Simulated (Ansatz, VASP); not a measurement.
# Cross-check of Sn between VASP and Ansatz, part 2 of 2

Wanted: the spread between two codes on one cell, functional and k mesh. The cell is taken from a series of runs on this material, whose earlier steps may have relaxed, scaled, displaced or heated it; both programs get it as it stands.

VASP 6.6.1 and Ansatz 0.2.0.

So far: The starting structure; VASP: zone-centre phonons, PBEsol.

## 2. VASP: zone-centre phonons, PBEsol (continued)

Level of this step: PBEsol; plane waves and PAW (Sn_d) (VASP).

Numbers of over 12 decimals in the logs are rounded to 6 here.

OUTCAR, selected parts (step 2):

```text
ion  position               nearest neighbor table
   1  0.499  0.499  0.499-   2 2.83   2 2.85   2 2.85   2 2.85
   2  0.751  0.751  0.751-   1 2.83   1 2.85   1 2.85   1 2.85

  LATTYP: Found a trigonal (rhomboedric) cell.
 ALAT       =     4.6207071714
 COS(alpha) =     0.4892210917

 Subroutine GETGRP returns: Found 12 space group operations
 (whereof  6 operations were pure point group operations)

The static configuration has the point symmetry C_3v.
 The point group associated with its full space group is D_3d.

   k-points           NKPTS =   1728   k-points in BZ     NKDIM =   1728   number of bands    NBANDS=     20

   dimension x,y,z NGX =    36 NGY =   36 NGZ =   36
   dimension x,y,z NGXF=    72 NGYF=   72 NGZF=   72

   ENCUT  =  500.0 eV  36.75 Ry    6.06 a.u.   8.42  8.42  8.42*2*pi/ulx,y,z

   NELECT =      28.0000    total number of electrons

 k-points in reciprocal lattice and weights: Points of the shifted mesh
   0.04166667  0.04166667  0.04166667       0.001
   0.04166667  0.04166667  0.12500000       0.001
   0.04166667  0.04166667  0.20833333       0.001
   0.04166667  0.04166667  0.29166667       0.001
   0.04166667  0.04166667  0.37500000       0.001
   0.04166667  0.04166667  0.45833333       0.001
   0.04166667  0.04166667  0.54166667       0.001
   0.04166667  0.04166667  0.62500000       0.001
   0.04166667  0.04166667  0.70833333       0.001
[...]
0.95833333  0.95833333  0.87500000       0.001
   0.95833333  0.95833333  0.95833333       0.001

 average (electrostatic) potential at core
       1-101.6554       2-101.6554

  Total       -0.2766898     -0.2766898     -0.2766898      0.1234202      0.1234202      0.1234202
  in kB       -6.2543729     -6.2543729     -6.2543729      2.7898237      2.7898237      2.7898237
  external PRESSURE =      -6.2543729 kB  Pullay stress =       0.0000000 kB

  energy-cutoff  :      500.00
  volume of cell :       70.88
      direct lattice vectors                 reciprocal lattice vectors
    -0.035124901  3.267238972  3.267238972    -0.150588437  0.152224953  0.152224953
     3.267238972 -0.035124901  3.267238972     0.152224953 -0.150588437  0.152224953
     3.267238972  3.267238972 -0.035124901     0.152224953  0.152224953 -0.150588437

 POSITION                                       TOTAL-FORCE (eV/Angst)
 -----------------------------------------------------------------------------------
      3.24374      3.24374      3.24374         0.000007      0.000007      0.000007
      4.88045      4.88045      4.88045        -0.000007     -0.000007     -0.000007
 -----------------------------------------------------------------------------------
    total drift:                                0.000000      0.000000     -0.000000

 Eigenvectors and eigenvalues of the dynamical matrix
 ----------------------------------------------------

   1 f  =    5.526118 THz    34.721622 2PiTHz  184.331446 cm-1    22.854176 meV
             X         Y         Z           dx          dy          dz
      3.243742  3.243742  3.243742     0.408248    0.408248    0.408248
      4.880449  4.880449  4.880449    -0.408248   -0.408248   -0.408248

   2 f  =    5.476238 THz    34.408218 2PiTHz  182.667637 cm-1    22.647890 meV
             X         Y         Z           dx          dy          dz
      3.243742  3.243742  3.243742     0.500000   -0.500000    0.000000
      4.880449  4.880449  4.880449    -0.500000    0.500000    0.000000

   3 f  =    5.476238 THz    34.408218 2PiTHz  182.667637 cm-1    22.647890 meV
             X         Y         Z           dx          dy          dz
      3.243742  3.243742  3.243742     0.288675    0.288675   -0.577350
      4.880449  4.880449  4.880449    -0.288675   -0.288675    0.577350

   4 f  =    0.000000 THz     0.000000 2PiTHz    0.000001 cm-1     0.000000 meV
             X         Y         Z           dx          dy          dz
      3.243742  3.243742  3.243742     0.584470    0.180467   -0.354720
      4.880449  4.880449  4.880449     0.584470    0.180467   -0.354720

   5 f  =    0.000000 THz     0.000000 2PiTHz    0.000000 cm-1     0.000000 meV
             X         Y         Z           dx          dy          dz
      3.243742  3.243742  3.243742     0.372204   -0.024701    0.600712
      4.880449  4.880449  4.880449     0.372204   -0.024701    0.600712

   6 f/i=    0.000000 THz     0.000000 2PiTHz    0.000002 cm-1     0.000000 meV
             X         Y         Z           dx          dy          dz
      3.243742  3.243742  3.243742     0.140921   -0.683244   -0.115410
      4.880449  4.880449  4.880449     0.140921   -0.683244   -0.115410

 ELASTIC MODULI CONTR FROM IONIC RELAXATION (kBar)
 Direction    XX          YY          ZZ          XY          YZ          ZX
 --------------------------------------------------------------------------------
 XX          -0.2714     -0.0972     -0.0972     -2.0211     -6.9806     -0.7354
 YY          -0.0972     -0.2714     -0.0972     -0.7354     -2.0211     -6.9806
 ZZ          -0.0972     -0.0972     -0.2714     -6.9806     -0.7354     -2.0211
 XY          -2.0211     -0.7354     -6.9806   -192.7238     -5.4165     -5.4165
 YZ          -6.9806     -2.0211     -0.7354     -5.4165   -192.7238     -5.4165
 ZX          -0.7354     -6.9806     -2.0211     -5.4165     -5.4165   -192.7238
 --------------------------------------------------------------------------------
```

## 3. Ansatz: zone-centre phonons, PBEsol

Ansatz runs on its PAW soft_1 files.

The same cell, functional, mesh and smearing now go to Ansatz, which takes its cutoff from its data sets.

File input.yaml:

```yaml
crystal:
  lattice:
    - [-0.0351249006, 3.2672389724, 3.2672389724]
    - [3.2672389724, -0.0351249006, 3.2672389724]
    - [3.2672389724, 3.2672389724, -0.0351249006]
  atoms:
    - { symbol: Sn, position: [0.4990869403, 0.4990869403, 0.4990869403] }
    - { symbol: Sn, position: [0.7509130597, 0.7509130597, 0.7509130597] }
kpoints:
  mp_grid: { grid: [12, 12, 12], shift: [0.5, 0.5, 0.5] }
hamiltonian:
  xc: pbesol
  pseudopotentials: { kind: paw, azcp: { folder: soft_1 }, xc_functional: pbe }
scf:
  occupations: { method: gaussian, width: 0.015 }
output:
  eigenvalues: true
phonons:
  method: dfpt
```

Launch:

```console
$ ansatz run input.yaml --threads 4 --pin off --max-ram 10240MiB --backend cpu --events-out ev --progress --plain --runs-dir out
```

Output:

```text
Engine: ansatz 0.2.0, x86_64-unknown-linux-gnu
Pseudopotentials: kind: paw
Pseudopotential: Sn, paw, valence charge 14, recommended cutoff 420 eV (normal), soft_1/Sn.paw.azcp
Functional definition: PBEsol
  exchange = pbesol_x
  correlation = pbesol_c
Crystal: 2 atoms, lattice volume = 70.879 Å³
Basis set: ecut = 420 eV, 1399 PW (Γ), exchange–correlation on 64×64×64 points (8 copies of the dense FFT grid, shifted against one another)
Bands: 18, of which v1, the nominal top of the filled ones, is band 14 counted from 1 (13 counted from 0)
Symmetry: 12 space group operations
k-points: 468 of 1728 (irreducible under 2 space group operations, time reversal used)
Non-local potential: Sn, projectors of the file, l = 0: 2, l = 1: 2, l = 2: 2, l = 3: 1
PAW form: soft (Blöchl's): semilocal exchange-correlation on the pseudo side does not see the compensation charge
PAW frozen core: Sn, regenerated for the run's functional, and the local potential with it (the file was generated under x = pbe(κ = 0.804, μ = 0.219515), c = pbe(β = 0.066725))
PAW one-centre angular grid: Sn, 590 points (default); XC on 64 Gauss nodes
Initial density: superposition of atomic densities (chi_scale 0.1, normalization cell)
Initial wavefunctions: pseudopotential atomic-orbital guess
Functional: x = pbesol(κ = 0.804, μ = 0.123457), c = pbesol(β = 0.046)
SCF iter   1: F=—  HF=-11899.711343 eV  |F-HF|=—  |Δ(HF+E_count)|=         —  Δρ=2.08e-2  dr2=3.25e-1  ethr=3.10e-3  ⟨swp⟩=6.1  Hψ=46662  notcnv=0
preconditioner: auto → none  [insulator: Δε(μ)=0.060 eV  Ē_g=19.816 eV  σ=0.015 eV  W_gap=0.99  n_scr=14 (ndim 8)  ℏωp=23.3 eV  f_vac=0.010  D(μ)=0.01/eV (n_scr^D=0)  ε∞_Penn≈2.4]
SCF iter   2: F=—  HF=-11899.650223 eV  |F-HF|=—  |Δ(HF+E_count)|=   6.11e-2  Δρ=9.43e-3  dr2=6.08e-2  ethr=1.16e-3  ⟨swp⟩=2.0  Hψ=14019  notcnv=0
SCF iter   3: F=—  HF=-11899.643237 eV  |F-HF|=—  |Δ(HF+E_count)|=   6.99e-3  Δρ=8.46e-4  dr2=3.40e-4  ethr=2.17e-4  ⟨swp⟩=2.8  Hψ=12125  notcnv=0
SCF iter   4: F=—  HF=-11899.643388 eV  |F-HF|=—  |Δ(HF+E_count)|=   1.51e-4  Δρ=3.52e-4  dr2=4.09e-5  ethr=1.21e-6  ⟨swp⟩=2.0  Hψ=16761  notcnv=0
SCF iter   5: F=—  HF=-11899.643391 eV  |F-HF|=—  |Δ(HF+E_count)|=   3.13e-6  Δρ=5.92e-5  dr2=1.56e-6  ethr=1.46e-7  ⟨swp⟩=2.0  Hψ=14976  notcnv=0
SCF iter   6: F=—  HF=-11899.643391 eV  |F-HF|=—  |Δ(HF+E_count)|=   1.09e-8  Δρ=1.13e-5  dr2=1.14e-7  ethr=5.57e-9  ⟨swp⟩=3.0  Hψ=14985  notcnv=0
SCF iter   7: F=—  HF=-11899.643391 eV  |F-HF|=—  |Δ(HF+E_count)|=   1.30e-8  Δρ=2.06e-6  dr2=1.91e-9  ethr=4.06e-10  ⟨swp⟩=2.0  Hψ=14970  notcnv=0
SCF iter   8: F=—  HF=-11899.643391 eV  |F-HF|=—  |Δ(HF+E_count)|=   4.46e-9  Δρ=4.58e-7  dr2=7.85e-11  ethr=6.83e-12  ⟨swp⟩=2.0  Hψ=10297  notcnv=0
SCF iter   9: F=-11899.643391 eV  HF=-11899.643391 eV  |F-HF|=5.46e-12  |Δ(HF+E_count)|=  1.46e-11  Δρ=7.64e-8  dr2=1.56e-12  ethr=1.00e-12  ⟨swp⟩=6.8  Hψ=39115  notcnv=0
SCF 1 converged in 9 iterations: F = -11899.643391 eV  dr2 = 1.56e-12
  greatest PAW one-centre occupation: 0.991 electrons in one spin orbital (limit 2), on the Sn atom at site 1 (counted from 0), in its partial waves of l = 2
DFPT response loops at Γ: preconditioner auto → Kerker (q_TF=auto, 2.337 Å⁻¹) (partly filled bands, converged f_vac=0.089); β = 1.00, the filter's whole step (`scf.mixing.beta` (0.50) is not read by the response loops under this deck's `scf.mixing.preconditioner`; to damp them name `kerker` or `kerker_dos`, under which they read `scf.mixing.beta`, and type it under 1.00, their step now; both keys bind the ground state too); Broyden in place of MSR1
SCF converged after 9 iterations
Free energy (F): -11899.643391 eV
Harris-Foulkes:  -11899.643391 eV  (|F-HF|=5.46e-12)
Internal energy: -11899.643390 eV  (E = F + TS)
E sigma→0 (E₀):  -11899.643391 eV
Entropy (-TS):   -0.000001 eV (-0.001 meV/atom)
Fermi energy:    7.250724 eV
--- Per-component energies (eV) ---
  E_band       = -260.701884
  E_kinetic    = 336.398616
  E_local      = -2667.114068  (includes V_loc(G=0)·N_el)
  E_nonlocal   = 293.743207
  E_hartree    = 1292.398821
  E_xc         = -248.736602
  E_vxc        = -160.003992  (∫ρ·V_xc dr)
  E_paw        = -8592.578963  (= ΣΔE_a)
  E_vpaw       = -648.523890  (= ΣTr[D̂ρ^β])
  E_aug_tail   = 0.000583  (compensation charges beyond the density's cutoff)
  E_ewald      = -2314.324663
  E_core_change = 0.569679  (= ΣΔE_core)
  E_smearing   = -0.000001  (= −TS)
  E_closure    = 0.000000  (closes the sum)
  Σ components = -11899.643391   (vs F -11899.643391, Δ=0.00e0)
--- Band table (eV; the first three rows and the last of 468) ---
  k-point 0: bands = [... 10 lower, -3.1023, 6.0998, 7.2790, 7.2790, 7.5435, 9.4302, 9.4302, 9.5440]
  k-point 1: bands = [... 10 lower, -3.0159, 5.3027, 6.9914, 7.2185, 7.8361, 9.5217, 9.5960, 10.0374]
  k-point 2: bands = [... 10 lower, -2.8048, 4.1527, 6.6543, 6.9661, 7.8474, 9.8554, 10.0375, 10.8215]
  k-point 467: bands = [... 10 lower, -1.5737, 1.0832, 6.0381, 6.1615, 7.4193, 10.4423, 10.5394, 12.9297]
--- Phonons (Γ-DFPT): 1 representative perturbation + reference, on 468 of 1728 k-points (Σ response iterations 3) ---
  k mesh reduced under 2 symmetry operations, with k and −k counted as one. Each operation leaves every solved perturbation unchanged. A smaller set is not used because it would not reduce the number of displacements times k-points to solve
  ASR residual: 1.984e-5 → 0.000e0 eV/Å²; symmetrization residual: 1.550e-12 eV/Å²
  ASR residual per site (eV/Å²): 1.98e-5 1.98e-5
  Γ frequencies (cm⁻¹): 0.00 0.00 0.00 183.51 183.51 185.57
  non-analytic LO–TO correction: not included (Born effective charges unavailable; polar crystals: no LO–TO splitting at Γ)
```

## 4. Comparison

Known differences besides the potentials themselves: the cutoff is 420 eV in Ansatz and 500 eV in VASP; Ansatz makes its cores anew for this functional, VASP keeps those of its PBE data sets. Total energies have different zeros and are not compared.

The two programs side by side:

```
                  quantity  Ansatz   VASP  difference
optical mode 1 to 2 (cm⁻¹)   183.5  182.7     +0.46 %
     optical mode 3 (cm⁻¹)   185.6  184.3     +0.67 %
```

Modes are paired by rising frequency, not by their patterns, so a pair may set unlike modes beside each other; they are those without the splitting of longitudinal modes.

## 5. Outcome

```
r.m.s. difference of the optical zone-centre modes, each program's sorted by frequency (zone-centre phonons, PBEsol) : 0.99 cm⁻¹
difference in optical mode 3 (zone-centre phonons, PBEsol)                                                           : +0.7 %
```

In words: The r.m.s. difference of the optical zone-centre modes, each program's sorted by frequency is 0.99 cm⁻¹ (zone-centre phonons, PBEsol). Among the rows given in per cent, the largest difference of the zone-centre phonons, PBEsol pair is in optical mode 3, +0.7 %. How closely two codes agree says nothing of how well the functional describes the real material.

[Lines on the potential files, build, host, timing and source positions are cut from VASP's logs without a mark.]

[Logs are printed without paths, hosts, clocks, repeated set-up lines and the standing remarks that a program may print on its own settings, such as how far it seeks lower states.]

[Hosts, paths, dates, database ids (printed as entryN), source tags and the programs' standing remarks are cut or masked in the printed files.]
